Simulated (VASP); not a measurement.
**Shielding tensors and field gradients of BaTiO3**

Wanted: the shieldings and field gradients at the nuclei of BaTiO3. The cell has space group P4mm. The start is a cell from a database of measured crystal structures.

Calculated with VASP 6.6.1; PBE, no spin polarisation; plane waves and PAW (Ba_sv, Ti_sv, O), in the first sound run; inputs show where later runs differ.

The database entry behind the starting cell differs from later determinations by our own check (c/a about 0.6 % short), so it need not match the best structure at ambient conditions.

## Step 1: Set-up

Symmetry: P4mm, No. 99, tetragonal system. Conventional cell: a = 4.000 Å, b = 4.000 Å, c = 4.018 Å, α = 90.00°, β = 90.00°, γ = 90.00°. Ba has 12 O at 2.79 to 2.88 Å nearest. Nearest to Ti lie 6 O at 1.89 to 2.13 Å. Nearest to O lie 2 Ti at 2.00 Å and 4 Ba at 2.79 to 2.88 Å. O has 2 Ti at 1.89 to 2.13 Å and 4 Ba at 2.83 Å nearest. Farther neighbours and most contacts between anions are not listed.

## Step 2: Ground state

A ground-state run shows first whether the cell has a gap, which the next steps need; its size sets how fine their mesh has to be.

INCAR reads:

```
SYSTEM = BaTiO3
PREC = Accurate
ENCUT = 520
EDIFF = 1E-07
NELM = 100
ISMEAR = 0
SIGMA = 0.01
LREAL = .FALSE.
ALGO = Normal
GGA = PE
NBANDS = 26
LORBIT = 11
LWAVE = .FALSE.
LCHARG = .FALSE.
KPAR = 2
```

POSCAR reads:

```
BaTiO3
1.0
    3.9998000000      0.0000000000      0.0000000000
    0.0000000000      3.9998000000      0.0000000000
    0.0000000000      0.0000000000      4.0180000000
Ba Ti O
1 1 3
Direct
    0.0000000000      0.0000000000      0.0000000000
    0.5000000000      0.5000000000      0.4900000000
    0.0000000000      0.5000000000      0.5170000000
    0.5000000000      0.0000000000      0.5170000000
    0.5000000000      0.5000000000      0.0190000000
```

KPOINTS reads:

```
Automatic mesh
0
Gamma
5 5 5
0 0 0
```

The projector-augmented-wave data sets are Ba_sv, Ti_sv and O (PBE family, release 64).

Command:

```console
> mpirun -np 2 vasp_std
```

Output:

```text
[banner, memory and clock lines left out]
running    2 mpi-ranks, on    1 nodes
 distrk:  each k-point on    1 cores,    2 groups
 distr:  one band on    1 cores,    1 groups

 POSCAR found type information on POSCAR BaTiO
 POSCAR found :  3 types and       5 ions
 LDA part: xc-table for (Slater+PW92), standard interpolation
 POSCAR, INCAR and KPOINTS ok, starting setup
 FFT: planning ... GRIDC
 FFT: planning ... GRID_SOFT
 FFT: planning ... GRID
 WAVECAR not read
 entering main loop
       N       E                     dE             d eps       ncg     rms          rms(c)
DAV:   1     0.451499801484E+03    0.45150E+03   -0.20915E+04   936   0.167E+03
DAV:   2     0.250378668896E+01   -0.44900E+03   -0.43487E+03  1080   0.461E+02
DAV:   3    -0.487255149544E+02   -0.51229E+02   -0.50601E+02  1364   0.144E+02
DAV:   4    -0.508183877143E+02   -0.20929E+01   -0.20899E+01  1328   0.266E+01
DAV:   5    -0.508925384150E+02   -0.74151E-01   -0.74110E-01  1302   0.371E+00    0.231E+01
DAV:   6    -0.401276950349E+02    0.10765E+02   -0.66322E+01  1384   0.718E+01    0.986E+00
DAV:   7    -0.401353787305E+02   -0.76837E-02   -0.11063E+01  1208   0.242E+01    0.662E+00
DAV:   8    -0.399671732568E+02    0.16821E+00   -0.80452E-01  1234   0.807E+00    0.325E+00
DAV:   9    -0.399964625041E+02   -0.29289E-01   -0.30806E-01  1284   0.454E+00    0.128E+00
DAV:  10    -0.399817032327E+02    0.14759E-01   -0.85382E-02  1166   0.315E+00    0.450E-01
DAV:  11    -0.399800380886E+02    0.16651E-02   -0.88531E-03  1258   0.692E-01    0.118E-01
DAV:  12    -0.399799761131E+02    0.61975E-04   -0.57051E-04  1178   0.170E-01    0.370E-02
DAV:  13    -0.399799448035E+02    0.31310E-04   -0.16733E-04  1092   0.137E-01    0.144E-02
DAV:  14    -0.399799448890E+02   -0.85542E-07   -0.40101E-05  1446   0.449E-02    0.898E-03
DAV:  15    -0.399799461864E+02   -0.12974E-05   -0.17548E-05  1404   0.372E-02    0.123E-02
DAV:  16    -0.399799446507E+02    0.15357E-05   -0.78913E-06  1278   0.284E-02    0.351E-03
DAV:  17    -0.399799446017E+02    0.49040E-07   -0.12397E-06  1158   0.119E-02    0.153E-03
DAV:  18    -0.399799445760E+02    0.25645E-07   -0.68442E-08   598   0.282E-03
   1 F= -.39979945E+02 E0= -.39979945E+02  d E =-.150523E-72
```

Wall time 16 s (2 MPI ranks of Intel Xeon Platinum 8488C (Sapphire Rapids), shared host); peak memory 0.35 GiB.

The logs omit lines about the potential files and the build; timing stands in the text.

Parts of OUTCAR (step 2):

```text
ion  position               nearest neighbor table
   1  0.000  0.000  0.000-   3 2.79   4 2.79   3 2.79   4 2.79   5 2.83   5 2.83   5 2.83   5 2.83
                             4 2.88   3 2.88   4 2.88   3 2.88   2 3.45   2 3.45   2 3.45   2 3.45
   2  0.500  0.500  0.490-   5 1.89   4 2.00   3 2.00   4 2.00   3 2.00   5 2.13   1 3.45   1 3.45
                             1 3.45   1 3.45   1 3.49   1 3.49   1 3.49   1 3.49
   3  0.000  0.500  0.517-   2 2.00   2 2.00   1 2.79   1 2.79   1 2.88   1 2.88
   4  0.500  0.000  0.517-   2 2.00   2 2.00   1 2.79   1 2.79   1 2.88   1 2.88
   5  0.500  0.500  0.019-   2 1.89   2 2.13   1 2.83   1 2.83   1 2.83   1 2.83

  LATTYP: Found a simple tetragonal cell.
 ALAT       =     3.9998000000
 C/A-ratio  =     1.0045502275

 Subroutine GETGRP returns: Found  8 space group operations
 (whereof  8 operations were pure point group operations)

The static configuration has the point symmetry C_4v.

 Found     18 irreducible k-points:

   k-points           NKPTS =     18   k-points in BZ     NKDIM =     18   number of bands    NBANDS=     26

   dimension x,y,z NGX =    30 NGY =   30 NGZ =   30
   dimension x,y,z NGXF=    60 NGYF=   60 NGZF=   60

   ENCUT  =  520.0 eV  38.22 Ry    6.18 a.u.   7.44  7.44  7.47*2*pi/ulx,y,z

   NELECT =      40.0000    total number of electrons

 k-points in reciprocal lattice and weights: Automatic mesh
   0.00000000  0.00000000  0.00000000       0.008
   0.20000000  0.00000000  0.00000000       0.032
   0.40000000  0.00000000  0.00000000       0.032
   0.20000000  0.20000000  0.00000000       0.032
   0.40000000  0.20000000  0.00000000       0.064
   0.40000000  0.40000000  0.00000000       0.032
   0.00000000  0.00000000  0.20000000       0.016
   0.20000000  0.00000000  0.20000000       0.064
   0.40000000  0.00000000  0.20000000       0.064
[...]
0.40000000  0.20000000  0.40000000       0.128
   0.40000000  0.40000000  0.40000000       0.064

 average (electrostatic) potential at core
       1 -32.8633       2 -76.9262       3 -69.6540       4 -69.6540       5 -69.7679

 E-fermi :   3.8152

 k-point     1 :       0.0000    0.0000    0.0000
  band No.  band energies     occupation
    ...
     16       2.6198      2.00000
     17       2.7133      2.00000
     18       3.5417      2.00000
     19       3.5567      2.00000
     20       3.5567      2.00000
     21       5.6152      0.00000
     22       5.8315      0.00000
     23       5.8315      0.00000
     24       7.8116      0.00000
     25       7.9076      0.00000
    ...

 k-point     2 :       0.2000    0.0000    0.0000
  band No.  band energies     occupation
    ...
     16       2.3024      2.00000
     17       2.4356      2.00000
     18       2.8410      2.00000
     19       3.2721      2.00000
     20       3.3681      2.00000
     21       5.8713      0.00000
     22       6.3061      0.00000
     23       6.3387      0.00000
     24       7.8830      0.00000
     25       8.7161      0.00000
    ...

 k-point     3 :       0.4000    0.0000    0.0000
  band No.  band energies     occupation
    ...
     16       1.9833      2.00000
     17       2.0399      2.00000
     18       2.1745      2.00000
     19       2.9505      2.00000
     20       3.0518      2.00000
     21       5.9517      0.00000
     22       7.1906      0.00000
     23       7.2140      0.00000
     24       7.8763      0.00000
     25       9.5906      0.00000
    ...

  Total        1.5608184      1.5608184      1.9465607      0.0000000      0.0000000      0.0000000
  in kB       38.9024080     38.9024080     48.5167892      0.0000000      0.0000000      0.0000000
  external PRESSURE =      42.1072017 kB  Pullay stress =       0.0000000 kB

  energy-cutoff  :      520.00
  volume of cell :       64.28
      direct lattice vectors                 reciprocal lattice vectors
     3.999800000  0.000000000  0.000000000     0.250012501  0.000000000  0.000000000
     0.000000000  3.999800000  0.000000000     0.000000000  0.250012501  0.000000000
     0.000000000  0.000000000  4.018000000     0.000000000  0.000000000  0.248880040

 POSITION                                       TOTAL-FORCE (eV/Angst)
 -----------------------------------------------------------------------------------
      0.00000      0.00000      0.00000         0.000000      0.000000      0.074806
      1.99990      1.99990      1.96882         0.000000      0.000000     -0.128933
      0.00000      1.99990      2.07731        -0.000000      0.000000     -0.111353
      1.99990      0.00000      2.07731         0.000000      0.000000     -0.111353
      1.99990      1.99990      0.07634         0.000000     -0.000000      0.276833
 -----------------------------------------------------------------------------------
    total drift:                                0.000000      0.000000      0.000179

  FREE ENERGIE OF THE ION-ELECTRON SYSTEM (eV)
  ---------------------------------------------------
  free  energy   TOTEN  =       -39.9799445760 eV

  energy  without entropy=      -39.9799445760  energy(sigma->0) =      -39.97994458

 total charge
# of ion       s       p       d       tot
------------------------------------------
    1        2.008   5.652   0.330   7.991
    2        2.212   6.270   1.720  10.202
    3        1.564   3.468   0.000   5.032
    4        1.564   3.468   0.000   5.032
    5        1.566   3.468   0.000   5.035
--------------------------------------------------
tot          8.914  22.326   2.050  33.290

[... 3 further parts left out ...]
```

The gap is read on the k-mesh alone, so it is an upper bound where the band edges lie off the mesh. LASPH is off, so gradient terms of the non-spherical density inside the spheres are left out; for open d or f shells this can shift gaps and moments. Harder data sets than Ba_sv exist (the GW ones), and pressures, volumes and forces can shift noticeably with them.

A gap read on the k-mesh alone can miss the band edges.

Numbers from this step:

```
free energy (TOTEN)            : -39.98 eV
Fermi energy                   : 3.815 eV
pressure                       : 4.211 GPa
gap on the k-mesh              : 1.926 eV
least direct gap on the k-mesh : 2.058 eV
```

The cell has a gap of 1.93 eV on this mesh and a pressure of +4.2 GPa, which holds the misfit of the given cell and coordinates with this functional, and any error of cutoff, mesh and data sets. Spin-orbit coupling is left out, which can shift or reorder these edges. Forces of up to 0.28 eV/Å remain in these settings.

(Continued in part 2 of 5.)

[Lines on the potential files, build, host, timing and source positions are cut from VASP's logs without a mark.]

[Logs are printed without paths, hosts, clocks, repeated set-up lines and the standing remarks that a program may print on its own settings, such as how far it seeks lower states.]

[Hosts, paths, dates, database ids (printed as entryN), source tags and the programs' standing remarks are cut or masked in the printed files.]
